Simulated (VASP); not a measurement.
A convergence study with VASP on SrCl$_{2}$ (fluorite): one setting is varied, all else stays as given below, so the limit is that of these other settings.

```xyz
3
Lattice="0.0000 3.4900 3.4900 3.4900 0.0000 3.4900 3.4900 3.4900 0.0000" Properties=species:S:1:pos:R:3 pbc="T T T"
Sr     0.0000     0.0000     0.0000
Cl     1.7450     1.7450     1.7450
Cl     5.2350     5.2350     5.2350
```

Calculation: PBE GGA, VASP's PBE PAW potentials (set 64) (plane waves; VASP). The tightest run used: 550 eV cut-off, 14×14×14 Γ-centred mesh, Gaussian smearing of 0.050 eV, potentials Sr_sv Cl.

Q: The settings run are 1×1×1 mesh; 2×2×2 mesh; 4×4×4 mesh; 5×5×5 mesh; 7×7×7 mesh; 8×8×8 mesh; 9×9×9 mesh; 10×10×10 mesh; 11×11×11 mesh; 13×13×13 mesh; 14×14×14 mesh. From which on does the energy per atom stay within 0.01 eV/atom of the tightest run?

A: From 4×4×4 mesh on: it is off by 0.0000 there and by no more than 0.01 in any finer run, while 2×2×2 mesh is off by 0.0133.
```csv
setting,E (eV/atom),pressure (GPa),irreducible k-points,difference judged (eV/atom)
1×1×1 mesh,-4.0641,-0.22,1,0.1970
2×2×2 mesh,-4.2478,1.28,3,0.0133
4×4×4 mesh,-4.2611,1.04,8,0.0000
5×5×5 mesh,-4.2611,1.04,10,0.0000
7×7×7 mesh,-4.2611,1.04,20,0.0000
8×8×8 mesh,-4.2611,1.04,29,0.0000
9×9×9 mesh,-4.2611,1.04,35,0.0000
10×10×10 mesh,-4.2611,1.04,47,0.0000
11×11×11 mesh,-4.2611,1.04,56,0.0000
13×13×13 mesh,-4.2611,1.04,84,0.0000
14×14×14 mesh,-4.2611,1.04,104,0.0000
```

Left out are rungs that failed or repeat a setting and relaxations that didn't move; long series are thinned to 24 rows.

The compound is SrCl2 in the fluorite structure. The cell was not relaxed at this level.
